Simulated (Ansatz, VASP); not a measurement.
# GeSb4Te7 in two plane-wave programs

Aim: how closely do two programs agree when they are given the same cell, functional and k mesh? The cell is taken from a series of runs on this material, whose earlier steps may have relaxed, scaled, displaced or heated it; both programs get it as it stands.

Program: Ansatz 0.2.0. Level of theory: plane waves, with VASP 6.6.1 beside it; single point at HSE06. Results are calculated unless marked as measured.

**1. Set-up**

Symmetry: C2/m, No. 12, monoclinic system. The conventional cell has a = 7.429 Å, b = 4.311 Å, c = 24.638 Å, α = 90.00°, β = 90.00°, γ = 90.00°. Nearest to Ge lie 6 Te at 3.00 to 3.01 Å. Nearest to Sb lie 6 Te at 3.02 to 3.19 Å. Nearest to Sb lie 6 Te at 3.01 to 3.20 Å. Te has 3 Sb at 3.02 Å nearest. Nearest to Te lie 3 Sb at 3.01 Å. Te has 3 Ge at 3.00 to 3.01 Å and 3 Sb at 3.20 Å nearest. Farther neighbours and most contacts between anions are not listed.

**2. Ansatz: single point, HSE06**

Ansatz runs on its PAW soft_1 files.

With cell and atoms fixed, the geometry can't cause a difference; cores, projectors, grids and the points listed under the comparison can.

Input file input.yaml:

```yaml
crystal:
  lattice:
    - [4.3107467597, 0.0, 0.0]
    - [-2.1553733798, 3.7146429882, 0.0]
    - [0.0, 0.0, 24.63777845]
  atoms:
    - { symbol: Ge, position: [0.0, 0.0, 0.5] }
    - { symbol: Sb, position: [0.6660388092, 0.3320776184, 0.9189362912] }
    - { symbol: Sb, position: [0.3323029616, 0.6646059231, 0.3489416402] }
    - { symbol: Sb, position: [0.3339611908, 0.6679223816, 0.0810637088] }
    - { symbol: Sb, position: [0.6676970384, 0.3353940769, 0.6510583598] }
    - { symbol: Te, position: [0.3323071375, 0.6646142749, 0.8492221126] }
    - { symbol: Te, position: [0.6676928625, 0.3353857251, 0.1507778874] }
    - { symbol: Te, position: [0.0013963797, 0.0027927594, 0.7203131012] }
    - { symbol: Te, position: [0.666312675, 0.3326253501, 0.4311432343] }
    - { symbol: Te, position: [0.333687325, 0.6673746499, 0.5688567657] }
    - { symbol: Te, position: [0.0, 0.0, 0.0] }
    - { symbol: Te, position: [-0.0013963797, -0.0027927594, 0.2796868988] }
kpoints:
  mp_grid: { grid: [6, 6, 1] }
  band_path:
    path:
      - [0.0, 0.0, 0.0]
      - [0.5, 0.0, 0.0]
      - [0.33333333, 0.33333333, 0.0]
      - [0.0, 0.0, 0.5]
      - [0.5, 0.0, 0.5]
      - [0.33333333, 0.33333333, 0.5]
    npoints: 1
hamiltonian:
  xc: hse06
  pseudopotentials: { kind: paw, azcp: { folder: soft_1 } }
scf:
  occupations: { method: fixed }
  n_extra_bands: 8
output:
  eigenvalues: true
  write_density: true
  write_potential: true
  elf: true
  volumetric_format: npy
```

The run is started by

```console
> ansatz run input.yaml --threads 2 --pin off --max-ram 92160MiB --backend cuda --events-out ev --progress --plain --runs-dir out --devices 1 --max-vram 13GiB
```

Numbers of over 12 decimals in the logs are rounded to 6 here.

Log:

```text
scf.n_extra_bands = 8 over 93 filled bands (N_el = 186.0): the run solves 101 bands
GPUs: using 1 of 1 available (devices: 1).
Engine: ansatz 0.2.0, x86_64-unknown-linux-gnu
Pseudopotentials: kind: paw
Pseudopotential: Ge, paw, valence charge 14, recommended cutoff 420 eV (normal), soft_1/Ge.paw.azcp
Pseudopotential: Sb, paw, valence charge 15, recommended cutoff 420 eV (normal), soft_1/Sb.paw.azcp
Pseudopotential: Te, paw, valence charge 16, recommended cutoff 420 eV (normal), soft_1/Te.paw.azcp
Functional definition: HSE06
  parameter a = 0.25
  parameter omega = 0.11/bohr
  exchange = pbe_x - a*pbe_x_sr(omega) + a*exact_x_sr(omega)
  correlation = pbe_c
davidson cushion auto → on  (no smearing: the cushion is to keep the highest requested band from converging to the state above it; pin scf.eigensolver.cushion to override)
device memory: the entry about to start is reckoned to put 3.9 GiB on a device that reports 41.2 GiB free (of which the cap on the GPU budget leaves the run 13.0 GiB)
GPU FFT provider: cuFFT
GPU libraries: cuBLAS 13.8.2, cuFFT 12.4.0, cuSOLVER 12.3.4
Crystal: 12 atoms, lattice volume = 394.522 Å³
Basis set: ecut = 420 eV, 7677 PW (Γ)
Bands: 101, of which v1, the nominal top of the filled ones, is band 93 counted from 1 (92 counted from 0)
Symmetry: 4 space group operations
Space group: C2/m (ITA 12), of the structure as read, at distance tolerance 7.3e-5 Å
k-points: 13 of 36
Non-local potential: Ge, projectors of the file, l = 0: 2, l = 1: 2, l = 2: 3, l = 3: 1
Non-local potential: Sb, projectors of the file, l = 0: 2, l = 1: 2, l = 2: 2, l = 3: 1
Non-local potential: Te, projectors of the file, l = 0: 2, l = 1: 2, l = 2: 2, l = 3: 1
PAW form: soft (Blöchl's): semilocal exchange-correlation on the pseudo side does not see the compensation charge
PAW frozen core: Ge, regenerated for the run's functional, and the local potential with it (the file was generated under x = pbe(κ = 0.804, μ = 0.219515), c = pbe(β = 0.066725))
PAW frozen core: Sb, regenerated for the run's functional, and the local potential with it (the file was generated under x = pbe(κ = 0.804, μ = 0.219515), c = pbe(β = 0.066725))
PAW frozen core: Te, regenerated for the run's functional, and the local potential with it (the file was generated under x = pbe(κ = 0.804, μ = 0.219515), c = pbe(β = 0.066725))
PAW one-centre angular grid: Ge, 590 points (default); XC on 64 Gauss nodes
PAW one-centre angular grid: Sb, 590 points (default); XC on 64 Gauss nodes
PAW one-centre angular grid: Te, 590 points (default); XC on 64 Gauss nodes
Initial density: superposition of atomic densities (chi_scale 0.1, normalization cell, long waves kept (reshape's long-wave potential 0.30 eV rms))
Initial wavefunctions: pseudopotential atomic-orbital guess
GPU buffer pool allocated for 162000 grid points (all kernels)
GPU transforms: local potential and band sums: pruned to the plane-wave sphere, on 30×30×180
Functional: x = pbe(κ = 0.804, μ = 0.219515), c = pbe(β = 0.066725), warm-up for x = pbe(κ = 0.804, μ = 0.219515) + 0.25 (exact − pbe) at short range (hse, ω = 0.207870 Å⁻¹), c = pbe(β = 0.066725); HSE06 as pw.x's `hse` composes it (authors' and Libxc's form: `xc: wpbeh`)
SCF iter   1: F=—  HF=-79095.201837 eV  |F-HF|=—  |Δ(HF+E_count)|=         —  Δρ=1.48e-2  dr2=6.20e0  ethr=1.00e-1  ⟨swp⟩=4.1  Hψ=3447  notcnv=0
preconditioner: auto → none  [insulator: Δε(μ)=0.396 eV  Ē_g=6.893 eV  n_scr=96 (ndim 8)  ℏωp=15.2 eV  f_vac=0.020]
SCF iter   2: F=—  HF=-79134.286988 eV  |F-HF|=—  |Δ(HF+E_count)|=    3.91e1  Δρ=8.25e-2  dr2=2.42e3  ethr=3.34e-3  ⟨swp⟩=8.0  Hψ=4114  notcnv=0  defer=4
SCF iter   3: F=—  HF=-79104.054303 eV  |F-HF|=—  |Δ(HF+E_count)|=    3.02e1  Δρ=4.39e-2  dr2=5.21e2  ethr=3.34e-3  ⟨swp⟩=7.2  Hψ=3703  notcnv=0  defer=7
SCF iter   4: F=—  HF=-79095.448689 eV  |F-HF|=—  |Δ(HF+E_count)|=    8.61e0  Δρ=9.23e-3  dr2=5.07e0  ethr=3.34e-3  ⟨swp⟩=3.8  Hψ=3082  notcnv=0
SCF iter   5: F=—  HF=-79095.288770 eV  |F-HF|=—  |Δ(HF+E_count)|=   1.60e-1  Δρ=6.63e-3  dr2=1.93e0  ethr=2.72e-3  ⟨swp⟩=2.0  Hψ=2899  notcnv=0
SCF iter   6: F=—  HF=-79095.278727 eV  |F-HF|=—  |Δ(HF+E_count)|=   1.00e-2  Δρ=2.87e-3  dr2=1.22e0  ethr=1.04e-3  ⟨swp⟩=2.0  Hψ=2899  notcnv=0
SCF iter   7: F=—  HF=-79095.233727 eV  |F-HF|=—  |Δ(HF+E_count)|=   4.50e-2  Δρ=1.99e-3  dr2=7.37e-1  ethr=6.54e-4  ⟨swp⟩=2.0  Hψ=2899  notcnv=0
SCF iter   8: F=—  HF=-79095.175309 eV  |F-HF|=—  |Δ(HF+E_count)|=   5.84e-2  Δρ=1.08e-3  dr2=1.54e-1  ethr=3.96e-4  ⟨swp⟩=2.9  Hψ=2913  notcnv=0
SCF iter   9: F=—  HF=-79095.176565 eV  |F-HF|=—  |Δ(HF+E_count)|=   1.26e-3  Δρ=7.36e-4  dr2=1.06e-1  ethr=8.30e-5  ⟨swp⟩=2.2  Hψ=2901  notcnv=0
SCF iter  10: F=—  HF=-79095.169591 eV  |F-HF|=—  |Δ(HF+E_count)|=   6.97e-3  Δρ=4.33e-4  dr2=4.55e-2  ethr=5.72e-5  ⟨swp⟩=2.0  Hψ=2899  notcnv=0
[...]
Exchange kernel: α = 0.2500, screened, ω = 0.2079 Å⁻¹, Wigner–Seitz truncation, v(0) = 1046.8483 eV·Å³, q-mesh 6×6×1, nearest image of the exchange supercell L = 24.64 Å, pair-density grid 20×20×108, without the augmentation charges, whose exchange is taken in its separable form by FFT convolution over the k-point mesh (sized by the pseudopotential files, 25×25×180 at the most), smooth part of the exact exchange by density-matrix convolution in up to 10.33 GiB of GPU memory as planned if the GPU has room (build and FFT work areas not counted)
Frozen-core exchange: fock
[...]
preconditioner: auto → none  [insulator: Δε(μ)=0.860 eV  Ē_g=7.798 eV  n_scr=96 (ndim 8)  ℏωp=15.2 eV  f_vac=0.028]
[...]
SCF iter   3: F=—  HF=-79143.331300 eV  |F-HF|=—  |Δ(HF+E_count)|=   3.93e-2  Δρ=2.15e-3  dr2=8.64e-2  ethr=1.53e-7  ⟨swp⟩=7.0  Hψ=5910  notcnv=0
SCF iter   4: F=—  HF=-79143.321992 eV  |F-HF|=—  |Δ(HF+E_count)|=   9.31e-3  Δρ=7.97e-4  dr2=2.03e-2  ethr=1.53e-7  ⟨swp⟩=5.0  Hψ=5270  notcnv=0
SCF iter   5: F=—  HF=-79143.359338 eV  |F-HF|=—  |Δ(HF+E_count)|=   3.73e-2  Δρ=8.85e-4  dr2=5.63e-3  ethr=1.53e-7  ⟨swp⟩=5.0  Hψ=5655  notcnv=0
SCF iter   6: F=—  HF=-79143.358220 eV  |F-HF|=—  |Δ(HF+E_count)|=   1.12e-3  Δρ=3.11e-4  dr2=5.94e-4  ethr=1.53e-7  ⟨swp⟩=4.0  Hψ=4062  notcnv=0
SCF iter   7: F=—  HF=-79143.359670 eV  |F-HF|=—  |Δ(HF+E_count)|=   1.45e-3  Δρ=1.95e-4  dr2=8.12e-4  ethr=1.53e-7  ⟨swp⟩=4.0  Hψ=3746  notcnv=0
SCF iter   8: F=-79143.359564 eV  HF=-79143.359567 eV  |F-HF|=3.25e-6  |Δ(HF+E_count)|=   1.03e-4  Δρ=5.20e-5  dr2=2.06e-5  ethr=1.53e-7  ⟨swp⟩=3.0  Hψ=3181  notcnv=0
SCF 2 stopped early in 8 iterations: F = -79143.359564 eV  dr2 = 2.06e-5
hybrid outer 1: dexx = +4.445e-2 eV, tail = 2.99e-4 eV
GPU FFT provider: cuFFT
GPU libraries: cuBLAS 13.8.2, cuFFT 12.4.0, cuSOLVER 12.3.4
GPU buffer pool allocated for 162000 grid points (all kernels)
GPU transforms: local potential and band sums: pruned to the plane-wave sphere, on 30×30×180
Exchange kernel: α = 0.2500, screened, ω = 0.2079 Å⁻¹, Wigner–Seitz truncation, v(0) = 1046.8483 eV·Å³, q-mesh 6×6×1, nearest image of the exchange supercell L = 24.64 Å, pair-density grid 20×20×108, without the augmentation charges, whose exchange is taken in its separable form by FFT convolution over the k-point mesh (sized by the pseudopotential files, 25×25×180 at the most), smooth part of the exact exchange by density-matrix convolution in up to 10.33 GiB of GPU memory as planned if the GPU has room (build and FFT work areas not counted)
Frozen-core exchange: fock
SCF iter   1: F=—  HF=-79143.357533 eV  |F-HF|=—  |Δ(HF+E_count)|=         —  Δρ=3.84e-5  dr2=9.02e-6  ethr=8.05e-7  ⟨swp⟩=3.0  Hψ=2987  notcnv=0
preconditioner: auto → none  [insulator: Δε(μ)=0.864 eV  Ē_g=7.789 eV  n_scr=96 (ndim 8)  ℏωp=15.2 eV  f_vac=0.028]
SCF iter   2: F=—  HF=-79143.357543 eV  |F-HF|=—  |Δ(HF+E_count)|=   9.25e-6  Δρ=2.48e-5  dr2=2.64e-6  ethr=4.33e-9  ⟨swp⟩=4.4  Hψ=4801  notcnv=0
SCF iter   3: F=—  HF=-79143.357542 eV  |F-HF|=—  |Δ(HF+E_count)|=   6.16e-7  Δρ=1.04e-5  dr2=3.23e-7  ethr=1.19e-9  ⟨swp⟩=3.0  Hψ=3026  notcnv=0
SCF iter   4: F=-79143.357542 eV  HF=-79143.357542 eV  |F-HF|=3.43e-8  |Δ(HF+E_count)|=   2.28e-8  Δρ=2.24e-6  dr2=9.04e-8  ethr=1.47e-10  ⟨swp⟩=3.0  Hψ=3469  notcnv=0
SCF 3 converged in 4 iterations: F = -79143.357542 eV  dr2 = 9.04e-8
hybrid outer 2: dexx = +5.953e-6 eV, tail = 2.88e-7 eV, Δε = 1.96e-3 eV (about 9.16e-5 eV left of the loop's levels)
device memory: the entry about to start is reckoned to put 1.9 GiB on a device that reports 36.9 GiB free (of which the cap on the GPU budget leaves the run 13.0 GiB)
NSCF: frozen V_eff on 6 k-points
hybrid SCF converged: 2 outer / 12 inner (+14 warm-up), last move |dexx| = 5.95e-6 eV, tail = 2.88e-7 eV
Stability not checked: this state was not tested for a lower state beside it, because the functional holds exact exchange (a hybrid, or Hartree-Fock), whose exchange loop this test does not read (fock_operator; see scf.lower_state_search)
Free energy (F): -79143.357542 eV
Frozen-core exchange: fock
Harris-Foulkes:  -79143.357542 eV  (|F-HF|=3.43e-8)
Internal energy: -79143.357542 eV  (E = F + TS)
E sigma→0 (E₀):  -79143.357542 eV
Fermi energy:    8.348888 eV
--- Per-component energies (eV) ---
  E_band       = -3149.055493
  E_kinetic    = 1927.862279
  E_local      = -21620.471279  (includes V_loc(G=0)·N_el)
  E_nonlocal   = 2202.445288
  E_hartree    = 10164.850100
  E_xc         = -1067.928927
  E_vxc        = -917.522643  (∫ρ·V_xc dr)
  E_exx        = -530.809397  (= α·E_x^exact, valence–valence)
  E_paw        = -52638.231529  (= ΣΔE_a)
  E_vpaw       = -4009.451045  (= ΣTr[D̂ρ^β])
  E_aug_tail   = 0.001195  (compensation charges beyond the density's cutoff)
  E_ewald      = -17579.546283
  E_core_change = -1.528990  (= ΣΔE_core)
  E_smearing   = -0.000000  (= −TS)
  E_closure    = 0.000000  (closes the sum)
  Σ components = -79143.357542   (vs F -79143.357542, Δ=-1.46e-11)
--- Band table (eV; the first three rows and the last of 13) ---
  k-point 0: bands = [... 89 lower, 7.2873, 7.3323, 8.1857, 8.3489, 9.2134, 9.2793, 9.2869, 9.3284, ... 4 higher]
  k-point 1: bands = [... 89 lower, 7.4163, 7.7822, 7.8857, 8.2071, 9.4286, 9.6331, 9.7539, 9.8023, ... 4 higher]
  k-point 2: bands = [... 89 lower, 6.9674, 7.0930, 7.4737, 7.9872, 9.4657, 9.8013, 9.8097, 9.9543, ... 4 higher]
  k-point 12: bands = [... 89 lower, 7.0286, 7.3923, 7.6605, 7.7460, 9.6415, 9.7517, 10.0540, 10.2227, ... 4 higher]
```

[end of part 1 of 2]

[Lines on the potential files, build, host, timing and source positions are cut from VASP's logs without a mark.]

[Logs are printed without paths, hosts, clocks, repeated set-up lines and the standing remarks that a program may print on its own settings, such as how far it seeks lower states.]

[Hosts, paths, dates, database ids (printed as entryN), source tags and the programs' standing remarks are cut or masked in the printed files.]
